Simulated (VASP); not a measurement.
Level of theory: PBE GGA with D3 dispersion (Becke-Johnson damping), VASP's PBE PAW potentials (set 64) (plane waves; VASP 6.6.1).

VASP ran on this input.

**INCAR**
```
# general
SYSTEM  = Cd
PREC    = Accurate
ENCUT   = 520
LREAL   = F
LASPH   = T

# electronic loop
EDIFF   = 1E-7
NELM    = 100
ALGO    = Normal
LMAXMIX = 4

# smearing
ISMEAR  = 1
SIGMA   = 0.1

# functional
GGA     = PE
IVDW    = 12

# ions
IBRION  = 2
NSW     = 30
ISIF    = 4
EDIFFG  = -0.01

# output
LWAVE   = F
LCHARG  = F
```

**KPOINTS**
```
Automatic mesh
0
Gamma
14 14 7
0 0 0
```

**POSCAR**
```
Cd
1
    1.4649777788    -2.5374162388     0.0000000000
    1.4649777788     2.5374162388     0.0000000000
    0.0000000000     0.0000000000     5.4047077432
Cd
2
Direct
  0.3333330000   0.6666670000   0.2500000000
  0.6666670000   0.3333330000   0.7500000000
```

POTCAR, in this order: Cd (PBE.64 set). Program: vasp_std.

### Question
Estimate the energy per atom (σ→0), dispersion energy, band gap (on the k-mesh).

### Answer

```
Item                                                         Value
------------------------  ----------------------------------------
energy per atom (σ→0)                               -1166 meV/atom
dispersion energy                                        -0.953 eV
band gap (on the k-mesh)  none (metal, semimetal or under 0.01 eV)
```

### OSZICAR
```
...
   5 F= -.23314438E+01 E0= -.23314678E+01  d E =-.164264E-01
       N       E                     dE             d eps       ncg     rms          rms(c)
DAV:   1    -0.137837171057E+01   -0.18092E-03   -0.89763E-03  3208   0.877E-01    0.685E-02
DAV:   2    -0.137824678850E+01    0.12492E-03   -0.76034E-05  3208   0.134E-01    0.395E-02
DAV:   3    -0.137818599810E+01    0.60790E-04   -0.10425E-04  3320   0.111E-01    0.118E-02
DAV:   4    -0.137818688739E+01   -0.88929E-06   -0.97099E-06  3304   0.447E-02    0.100E-02
DAV:   5    -0.137818693687E+01   -0.49479E-07   -0.25617E-08  2104   0.292E-03
   6 F= -.23314551E+01 E0= -.23314862E+01  d E =-.164377E-01
```

The compound is Cd in the hcp structure. This cell is one point of a volume scan, at 0.94 of the reference volume. Symmetry was kept, so distortions that lower it aren't found.
